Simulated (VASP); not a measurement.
Calculation: LDA (Ceperley-Alder, Perdew-Zunger), VASP's LDA PAW potentials (set 64) (plane waves; VASP).

Input for VASP

**INCAR**
```
# general
SYSTEM=SiO2
PREC  =Accurate
ENCUT =520   # plane-wave cut-off (eV)
LREAL =.FALSE.   # projection in real space or not
LASPH =.TRUE.   # aspherical one-centre terms

# electronic loop
EDIFF =1E-7   # SCF stop (eV)
NELM  =100   # most electronic steps
ALGO  =Normal   # blocked Davidson

# smearing
ISMEAR=-5   # tetrahedra, Bloechl

# ions
ISIF  =2   # forces and stress, cell fixed

# output
LWAVE =.FALSE.
LCHARG=.TRUE.
LORBIT=11   # lm-projected
NEDOS =601   # DOS grid

# other
LEFG  =.TRUE.
```

### KPOINTS
```
kpoints
0
G
  6 6 5
```

**POSCAR**
```
SiO2
1
    2.4318837603    -4.2121463422     0.0000000000
    2.4318837603     4.2121463422     0.0000000000
    0.0000000000     0.0000000000     5.3873601367
Si O
3 6
Direct
  0.0000000000   0.4641151943   0.3333330000
  0.5358848057   0.5358848057   0.0000000000
  0.4641151943   0.0000000000   0.6666670000
  0.2764847367   0.4109848826   0.2207272610
  0.5890151174   0.8654998542   0.8873942610
  0.7235152633   0.1345001458   0.4459387390
  0.8654998542   0.5890151174   0.1126057390
  0.4109848826   0.2764847367   0.7792727390
  0.1345001458   0.7235152633   0.5540612610
```

POTCAR, in this order: Si O (LDA.64 set). Program: vasp_std.

The run wrote:

OSZICAR:
```
       N       E                     dE             d eps       ncg     rms          rms(c)
DAV:   1     0.298807584384E+03    0.29881E+03   -0.25746E+04  1566   0.154E+03
DAV:   2    -0.685968390574E+02   -0.36740E+03   -0.35859E+03  2068   0.343E+02
DAV:   3    -0.874774687683E+02   -0.18881E+02   -0.18825E+02  1836   0.874E+01
DAV:   4    -0.877227151907E+02   -0.24525E+00   -0.24480E+00  1844   0.109E+01
DAV:   5    -0.877275775627E+02   -0.48624E-02   -0.48608E-02  1801   0.150E+00    0.259E+01
DAV:   6    -0.781481605415E+02    0.95794E+01   -0.43528E+01  1806   0.367E+01    0.125E+01
DAV:   7    -0.780014888148E+02    0.14667E+00   -0.10702E+00  1872   0.573E+00    0.463E+00
DAV:   8    -0.779185333102E+02    0.82956E-01   -0.51545E-02  1826   0.180E+00    0.158E+00
DAV:   9    -0.779079344700E+02    0.10599E-01   -0.15019E-02  1836   0.101E+00    0.282E-01
DAV:  10    -0.779082776306E+02   -0.34316E-03   -0.27111E-03  1826   0.319E-01    0.982E-02
DAV:  11    -0.779081704746E+02    0.10716E-03   -0.91012E-04  1836   0.187E-01    0.260E-02
DAV:  12    -0.779081694416E+02    0.10329E-05   -0.21056E-05  1826   0.313E-02    0.669E-03
DAV:  13    -0.779081696432E+02   -0.20160E-06   -0.24480E-06  1836   0.920E-03    0.147E-03
DAV:  14    -0.779081696904E+02   -0.47155E-07   -0.73136E-08  1178   0.190E-03
   1 F= -.77908170E+02 E0= -.77908170E+02  d E =0.000000E+00
```

OUTCAR:
```
------------------------ aborting loop because EDIFF is reached ----------------------------------------
  FORCE on cell =-STRESS in cart. coord.  units (eV):
  Direction    XX          YY          ZZ          XY          YZ          ZX
  --------------------------------------------------------------------------------------
  Total        0.0463637      0.0463637     -0.1487588      0.0000000      0.0000000      0.0000000
  in kB        0.6730330      0.6730331     -2.1594399      0.0000000      0.0000000      0.0000000
  external PRESSURE =      -0.2711246 kB  Pullay stress =       0.0000000 kB
  volume of cell :      110.37
      direct lattice vectors                 reciprocal lattice vectors
     2.431883760 -4.212146342  0.000000000     0.205601932 -0.118704328  0.000000000
     2.431883760  4.212146342  0.000000000     0.205601932  0.118704328  0.000000000
     0.000000000  0.000000000  5.387360137     0.000000000  0.000000000  0.185619668
 POSITION                                       TOTAL-FORCE (eV/Angst)
 -----------------------------------------------------------------------------------
      1.12867      1.95492      1.79578         0.007024      0.012167     -0.000000
      2.60642      0.00000      0.00000        -0.014049      0.000000     -0.000000
      1.12867     -1.95492      3.59158         0.007024     -0.012167     -0.000000
      1.67185      0.56653      1.18914         0.004671      0.011191      0.011122
      3.53721      1.16459      4.78071        -0.012027     -0.001550      0.011122
      2.08659     -2.48102      2.40243         0.007356      0.009641     -0.011122
      3.53721     -1.16459      0.60665        -0.012027      0.001550     -0.011122
      1.67185     -0.56653      4.19822         0.004671     -0.011191     -0.011122
      2.08659      2.48102      2.98493         0.007356     -0.009641      0.011122
 -----------------------------------------------------------------------------------
    total drift:                               -0.001470      0.000345      0.000002
  FREE ENERGIE OF THE ION-ELECTRON SYSTEM (eV)
  ---------------------------------------------------
  free  energy   TOTEN  =       -77.9081696904 eV

  energy  without entropy=      -77.9081696904  energy(sigma->0) =      -77.90816969

 total charge

# of ion       s       p       d       tot
------------------------------------------
    1        0.656   1.026   0.000   1.682
    2        0.656   1.026   0.000   1.682
    3        0.656   1.026   0.000   1.682
    4        1.541   3.683   0.000   5.224
    5        1.541   3.683   0.000   5.224
    6        1.541   3.683   0.000   5.224
    7        1.541   3.683   0.000   5.224
    8        1.541   3.683   0.000   5.224
    9        1.541   3.683   0.000   5.224
--------------------------------------------------
tot         11.212  25.178   0.000  36.390

 Electric field gradients after diagonalization (V/A^2)
 (convention: |V_zz| > |V_xx| > |V_yy|)
----------------------------------------------------------------------
 ion       V_xx      V_yy      V_zz     asymmetry (V_yy - V_xx)/ V_zz
----------------------------------------------------------------------
   1      -7.071    -0.431     7.502       0.885
   2      -7.072    -0.430     7.502       0.885
   3      -7.071    -0.431     7.502       0.885
   4     -51.241   -31.538    82.779       0.238
   5     -51.239   -31.540    82.779       0.238
   6     -51.239   -31.539    82.777       0.238
   7     -51.239   -31.540    82.780       0.238
   8     -51.241   -31.538    82.779       0.238
   9     -51.239   -31.539    82.777       0.238
```
(Selected blocks of OUTCAR.)

**OUTCAR**
```
 val. band max:        1.0488386217   @ k =   0.3333   0.3333   0.0000

 cond. band min:       6.8584828131   @ k =   0.0000   0.0000   0.0000


 Fermi energy:         1.0855257187

 k-point     1 :       0.0000    0.0000    0.0000
  band No.  band energies     occupation
      1     -18.1640      2.00000
      2     -16.5632      2.00000
      3     -16.5631      2.00000
      4     -15.8500      2.00000
      5     -15.8456      2.00000
      6     -15.8455      2.00000
      7      -7.1403      2.00000
      8      -7.1402      2.00000
      9      -4.4335      2.00000
     10      -4.3445      2.00000
     11      -4.1813      2.00000
     12      -4.1813      2.00000
     13      -1.9818      2.00000
     14      -1.9818      2.00000
     15      -1.6446      2.00000
     16      -1.4228      2.00000
     17      -0.4119      2.00000
     18      -0.4119      2.00000
     19      -0.3507      2.00000
     20       0.0037      2.00000
     21       0.0037      2.00000
     22       0.2238      2.00000
     23       0.7605      2.00000
     24       0.7605      2.00000
     25       6.8585      0.00000
     26      10.0746      0.00000
     27      10.0746      0.00000
     28      10.7151      0.00000
     29      10.7151      0.00000

 k-point     2 :       0.1667   -0.0000    0.0000
  band No.  band energies     occupation
      1     -18.0770      2.00000
      2     -16.6526      2.00000
      3     -16.5486      2.00000
      4     -15.9020      2.00000
      5     -15.8660      2.00000
      6     -15.8364      2.00000
      7      -7.1808      2.00000
      8      -6.9602      2.00000
      9      -4.4425      2.00000
     10      -4.3625      2.00000
     11      -4.2920      2.00000
     12      -4.0377      2.00000
     13      -2.1102      2.00000
     14      -1.9173      2.00000
     15      -1.6245      2.00000
     16      -1.2536      2.00000
     17      -0.6938      2.00000
     18      -0.4331      2.00000
     19      -0.3763      2.00000
...
```

The compound is SiO2 in the quartz structure. It was relaxed first.
